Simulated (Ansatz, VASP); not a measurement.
# NiO in two plane-wave programs, part 2 of 2

Aim: how closely do two programs agree when they are given the same cell, functional and k mesh? The cell is taken from a series of runs on this material, whose earlier steps may have relaxed, scaled, displaced or heated it; both programs get it as it stands.

VASP 6.6.1 and Ansatz 0.2.0.

So far: The starting structure; Ansatz: relaxation of cell and atoms, r2SCAN.

### 3. VASP: relaxation of cell and atoms, r2SCAN

Level of this step: r2SCAN, spin-polarised from an antiferromagnetic start; plane waves and PAW (Ni, O) (VASP).

The same cell, functional, mesh and smearing now go to VASP, with its own data sets.

Lines of VASP's logs that name or quote its potential files are left out, and so is its time.

Input file INCAR:

```
SYSTEM = NiO
PREC = Accurate
ENCUT = 660
EDIFF = 1E-07
NELM = 200
ISMEAR = 0
SIGMA = 0.02
LREAL = .FALSE.
ALGO = Normal
METAGGA = R2SCAN
LASPH = .TRUE.
NBANDS = 24
ISPIN = 2
MAGMOM = 1.57 -1.57 0 0
LMAXMIX = 4
LORBIT = 11
LWAVE = .FALSE.
LCHARG = .FALSE.
ISIF = 3
IBRION = 2
NSW = 80
EDIFFG = -0.005
GGA_COMPAT = .FALSE.
NELMIN = 4
LMIXTAU = .TRUE.
KPAR = 2
```

Input file POSCAR:

```
NiO
1.0
    2.0859020000      4.1718030000      2.0859020000
    4.1718030000      2.0859020000      2.0859020000
    4.1718030000      4.1718030000      0.0000000000
Ni O
2 2
Direct
    0.0000000000      0.0000000000      0.0000000000
    0.0000000000      0.0000000000      0.5000001199
    0.5000000000      0.5000000000      0.7500000599
    0.5000000000      0.5000000000      0.2499999401
```

Input file KPOINTS:

```
Automatic mesh
0
Gamma
9 9 9
0 0 0
```

The projector-augmented-wave data sets are Ni and O (PBE family, release 64).

Launch:

```
$ mpirun -np 2 vasp_std
```

Numbers of over 12 decimals in the logs are rounded to 6 here.

The log of the run:

```text
[banner, memory and clock lines left out]
running    2 mpi-ranks, on    1 nodes
 distrk:  each k-point on    1 cores,    2 groups
 distr:  one band on    1 cores,    1 groups

 POSCAR found type information on POSCAR NiO
 POSCAR found :  2 types and       4 ions
|                                                                             |
|               ----> ADVICE to this user running VASP <----                  |
|                                                                             |
|     You enforced a specific xc type in the INCAR file but a different       |
|     [... a line on the potential file left out ...]
|     I HOPE YOU KNOW WHAT YOU ARE DOING!                                     |
|                                                                             |

 LDA part: xc-table for (None), standard interpolation
 POSCAR, INCAR and KPOINTS ok, starting setup
 FFT: planning ... GRIDC
 FFT: planning ... GRID_SOFT
 FFT: planning ... GRID
 WAVECAR not read
 entering main loop
       N       E                     dE             d eps       ncg     rms          rms(c)
DAV:   1     0.261026120234E+03    0.26103E+03   -0.18208E+04  8368   0.215E+03
DAV:   2    -0.221873179652E+02   -0.28321E+03   -0.25588E+03  8736   0.414E+02
DAV:   3    -0.497352231536E+02   -0.27548E+02   -0.26342E+02  9600   0.144E+02
DAV:   4    -0.502972891885E+02   -0.56207E+00   -0.56069E+00  9216   0.207E+01
DAV:   5    -0.503130228058E+02   -0.15734E-01   -0.15733E-01 10688   0.328E+00    0.212E+01
DAV:   6    -0.420579281116E+02    0.82551E+01   -0.34795E+01 10736   0.110E+02    0.255E+01
DAV:   7    -0.402085598632E+02    0.18494E+01   -0.51805E+00  8864   0.601E+01    0.117E+01
DAV:   8    -0.405726509104E+02   -0.36409E+00   -0.85106E-01 11136   0.136E+01    0.736E+00
DAV:   9    -0.405628164095E+02    0.98345E-02   -0.99274E-02 11344   0.563E+00    0.127E+00
DAV:  10    -0.405774156433E+02   -0.14599E-01   -0.39683E-02 10968   0.402E+00    0.436E-01
DAV:  11    -0.405766072542E+02    0.80839E-03   -0.78989E-03 10176   0.115E+00    0.327E-01
DAV:  12    -0.405770765939E+02   -0.46934E-03   -0.17514E-03  9288   0.541E-01    0.629E-02
DAV:  13    -0.405771263947E+02   -0.49801E-04   -0.11776E-04  9136   0.148E-01    0.271E-02
DAV:  14    -0.405771286005E+02   -0.22058E-05   -0.21874E-05  8968   0.569E-02    0.127E-02
DAV:  15    -0.405771364843E+02   -0.78837E-05   -0.45502E-06  8608   0.257E-02    0.581E-03
DAV:  16    -0.405771364601E+02    0.24198E-07   -0.13193E-06  9872   0.130E-02    0.157E-03
DAV:  17    -0.405771363689E+02    0.91220E-07   -0.25783E-08  4624   0.218E-03
   1 F= -.40577136E+02 E0= -.40577136E+02  d E =-.405771E+02  mag=     0.0000
[...]
2 F= -.40578082E+02 E0= -.40578082E+02  d E =-.945361E-03  mag=    -0.0000
[...]
3 F= -.40578937E+02 E0= -.40578937E+02  d E =-.180074E-02  mag=    -0.0000
[...]
4 F= -.40578937E+02 E0= -.40578937E+02  d E =-.180082E-02  mag=    -0.0000
[...]
5 F= -.40579017E+02 E0= -.40579017E+02  d E =-.794994E-04  mag=    -0.0000
 trial-energy change:   -0.000079  1 .order   -0.000072   -0.000091   -0.000053
 step:   1.3687(harm=  2.1566)  dis= 0.00000  next Energy=   -40.579031 (dE=-0.933E-04)
 bond charge predicted
       N       E                     dE             d eps       ncg     rms          rms(c)
DAV:   1    -0.405790603399E+02   -0.43641E-04   -0.17222E-03  8528   0.326E-01    0.438E-02
DAV:   2    -0.405790446882E+02    0.15652E-04   -0.25836E-05  9840   0.862E-02    0.265E-02
DAV:   3    -0.405790362116E+02    0.84767E-05   -0.66982E-06 11744   0.600E-02    0.149E-02
DAV:   4    -0.405790384947E+02   -0.22832E-05   -0.13657E-06 10688   0.198E-02    0.283E-03
DAV:   5    -0.405790386194E+02   -0.12466E-06   -0.18115E-07  6576   0.924E-03    0.156E-03
DAV:   6    -0.405790386786E+02   -0.59185E-07   -0.51716E-08  4176   0.503E-03
   6 F= -.40579039E+02 E0= -.40579039E+02  d E =-.101487E-03  mag=    -0.0000
 curvature:  -0.65 expect dE=-0.946E-05 dE for cont linesearch -0.919E-05
 trial: gam=-0.23560 g(F)=  0.448E-42 g(S)=  0.145E-04 ort = 0.378E-04 (trialstep = 0.101E+01)
 search vector abs. value=  0.230E-05
 reached required accuracy - stopping structural energy minimisation
```

OUTCAR, selected parts (step 3):

```text
ion  position               nearest neighbor table
   1  0.000  0.000  0.000-   3 2.09   4 2.09   3 2.09   4 2.09   4 2.09   3 2.09   2 2.95   2 2.95
                             2 2.95   2 2.95   2 2.95   2 2.95
   2  0.000  0.000  0.500-   3 2.09   3 2.09   3 2.09   4 2.09   4 2.09   4 2.09   1 2.95   1 2.95
                             1 2.95   1 2.95   1 2.95   1 2.95
   3  0.500  0.500  0.750-   2 2.09   2 2.09   1 2.09   1 2.09   1 2.09   2 2.09
   4  0.500  0.500  0.250-   1 2.09   1 2.09   1 2.09   2 2.09   2 2.09   2 2.09

  LATTYP: Found a trigonal (rhomboedric) cell.
 ALAT       =     5.1093955535
 COS(alpha) =     0.8333333866

 Subroutine GETGRP returns: Found 12 space group operations
 (whereof 12 operations were pure point group operations)

The static configuration has the point symmetry D_3d.

 Found     85 irreducible k-points:

   k-points           NKPTS =     85   k-points in BZ     NKDIM =     85   number of bands    NBANDS=     24

   dimension x,y,z NGX =    48 NGY =   48 NGZ =   50
   dimension x,y,z NGXF=    96 NGYF=   96 NGZF=  100

   ENCUT  =  660.0 eV  48.51 Ry    6.96 a.u.  10.70 10.70 12.36*2*pi/ulx,y,z

   NELECT =      32.0000    total number of electrons

 k-points in reciprocal lattice and weights: Automatic mesh
   0.00000000  0.00000000  0.00000000       0.001
   0.11111111 -0.00000000  0.00000000       0.008
   0.22222222 -0.00000000  0.00000000       0.008
   0.33333333  0.00000000  0.00000000       0.008
   0.44444444 -0.00000000  0.00000000       0.008
   0.11111111  0.11111111  0.00000000       0.008
   0.22222222  0.11111111  0.00000000       0.016
   0.33333333  0.11111111  0.00000000       0.016
   0.44444444  0.11111111  0.00000000       0.016
[...]
0.00000000  0.00000000  0.44444444       0.008
   0.44444444  0.44444444  0.44444444       0.003

 average (electrostatic) potential at core
       1 -89.1792       2 -89.1792       3 -71.4217       4 -71.4216

 E-fermi :   7.0982

 spin component 1
 k-point     1 :       0.0000    0.0000    0.0000
  band No.  band energies     occupation
    ...
     12       5.4045      1.00000
     13       5.4047      1.00000
     14       6.3983      1.00000
     15       6.3986      1.00000
     16       6.5483      1.00000
     17      10.1926      0.00000
     18      10.1930      0.00000
     19      10.1945      0.00000
     20      14.1889      0.00000
     21      19.1358      0.00000
    ...

 k-point     2 :       0.1111   -0.0000    0.0000
  band No.  band energies     occupation
    ...
     12       5.7457      1.00000
     13       5.9166      1.00000
     14       6.4287      1.00000
     15       6.5716      1.00000
     16       6.6262      1.00000
     17       9.9670      0.00000
     18      10.0334      0.00000
     19      11.0378      0.00000
     20      14.9588      0.00000
     21      18.9312      0.00000
    ...

 k-point     3 :       0.2222   -0.0000    0.0000
  band No.  band energies     occupation
    ...
     12       5.9571      1.00000
     13       6.0489      1.00000
     14       6.3993      1.00000
     15       6.7385      1.00000
     16       6.9279      1.00000
     17       9.8442      0.00000
     18       9.8486      0.00000
     19      12.6223      0.00000
     20      16.2207      0.00000
     21      18.5658      0.00000
    ...

 k-point     4 :       0.3333    0.0000    0.0000
  band No.  band energies     occupation
    ...
     12       6.0254      1.00000
     13       6.0377      1.00000
     14       6.4669      1.00000
     15       6.7325      1.00000
     16       6.8037      1.00000
     17      10.0088      0.00000
     18      10.1198      0.00000
     19      13.8417      0.00000
     20      15.8621      0.00000
     21      19.2548      0.00000
    ...

 k-point     5 :       0.4444   -0.0000    0.0000
  band No.  band energies     occupation
    ...
     12       5.9838      1.00000
     13       6.0228      1.00000
     14       6.5830      1.00000
     15       6.6535      1.00000
     16       6.7290      1.00000
     17      10.2648      0.00000
     18      10.4048      0.00000
     19      14.2048      0.00000
     20      15.0355      0.00000
     21      19.1272      0.00000
    ...

 k-point     6 :       0.1111    0.1111    0.0000
  band No.  band energies     occupation
    ...
     12       5.7516      1.00000
     13       5.8396      1.00000
     14       6.3171      1.00000
     15       6.4704      1.00000
     16       6.6578      1.00000
     17       9.6867      0.00000
     18      10.1905      0.00000
     19      11.4342      0.00000
     20      14.9023      0.00000
     21      19.0579      0.00000
    ...

  Total        0.0041388      0.0041388      0.0041388     -0.0138278     -0.0138278     -0.0138278
  in kB        0.1841835      0.1841835      0.1841839     -0.6153607     -0.6153608     -0.6153608
  external PRESSURE =       0.1841836 kB  Pullay stress =       0.0000000 kB

  energy-cutoff  :      660.00
  volume of cell :       36.00
      direct lattice vectors                 reciprocal lattice vectors
     2.074176562  4.156298418  2.074176559    -0.239909866  0.240369421  0.240369306
     4.156298418  2.074176562  2.074176559     0.240369421 -0.239909866  0.240369306
     4.156298418  4.156298418 -0.007946290     0.119954904  0.119954904 -0.360324210

 POSITION                                       TOTAL-FORCE (eV/Angst)
 -----------------------------------------------------------------------------------
      0.00000      0.00000      0.00000        -0.000000     -0.000000     -0.000000
      2.07815      2.07815     -0.00397        -0.000000     -0.000000     -0.000000
      6.23246      6.23246      2.06822        -0.000000      0.000000      0.000000
      4.15431      4.15431      2.07219         0.000000      0.000000      0.000000
 -----------------------------------------------------------------------------------
    total drift:                                0.000016      0.000016     -0.000000

  FREE ENERGIE OF THE ION-ELECTRON SYSTEM (eV)
  ---------------------------------------------------
  free  energy   TOTEN  =       -40.5790386786 eV

  energy  without entropy=      -40.5790386786  energy(sigma->0) =      -40.57903868

 reached required accuracy - stopping structural energy minimisation

 total charge
# of ion       s       p       d       tot
------------------------------------------
    1        0.337   0.424   8.211   8.972
    2        0.337   0.424   8.211   8.972
    3        1.556   3.486   0.000   5.042
    4        1.556   3.486   0.000   5.042
--------------------------------------------------
tot          3.785   7.818  16.423  28.027

 magnetization (x)
# of ion       s       p       d       tot
------------------------------------------
    1       -0.007  -0.013   1.575   1.556
    2        0.007   0.013  -1.575  -1.556
    3        0.000   0.000   0.000   0.000
    4        0.000   0.000   0.000   0.000
--------------------------------------------------
tot          0.000   0.000   0.000   0.000

[... 5 further parts left out ...]
```

The magnetic state follows from one typed start and may not be the lowest. The run keeps the 12 symmetry operations of its start, so it cannot find a distortion of lower symmetry.

### 4. Differences

Known differences besides the potentials themselves: VASP starts from the moments at which Ansatz ended; VASP keeps PBE cores, Ansatz makes them for the functional; the data sets hold 48 valence electrons in Ansatz (on its default PAW (the set named soft_2) files) and 32 in VASP; the cutoff is 500 eV in Ansatz and 660 eV in VASP; Ansatz adds a Pulay correction to the stress that steers its cell, VASP none; site moments are counted in spheres of each program's own size. Total energies have different zeros and are not compared.

The two programs side by side:

```
                                         quantity  Ansatz   VASP  difference
                                      volume (Å³)   36.07  36.00     +0.17 %
edge a after relaxation, in the typed setting (Å)   5.086  5.087     -0.02 %
edge c after relaxation, in the typed setting (Å)   5.879  5.878     +0.01 %
                               moment on Ni1 (μB)    1.57   1.56       +0.02
                               moment on Ni2 (μB)   -1.57  -1.56       -0.02
```

Found at a tolerance of 0.01 Å, the end structures differ in symmetry: R-3m in Ansatz, Fm-3m in VASP; the atoms lie within 0.05 Å of each other, which can come from where the walks stopped or from unlike electronic states.

### 5. Results

* difference in volume (relaxation of cell and atoms, r2SCAN): 0.17 %

In words: The difference in volume is 0.17 % (relaxation of cell and atoms, r2SCAN), within the 1.2 % picked in this series as the mark of a large difference, as far as the stopping tolerances let one tell. The data sets hold unlike numbers of valence electrons (48 in Ansatz and 32 in VASP), so part of the differences comes from the potentials. 1 further run of this series is not shown here. Such differences can come from data sets, numerical settings and the points named under the comparisons, not from the functional's error against experiment.

[Lines on the potential files, build, host, timing and source positions are cut from VASP's logs without a mark.]

[Logs are printed without paths, hosts, clocks, repeated set-up lines and the standing remarks that a program may print on its own settings, such as how far it seeks lower states.]

[Hosts, paths, dates, database ids (printed as entryN), source tags and the programs' standing remarks are cut or masked in the printed files.]
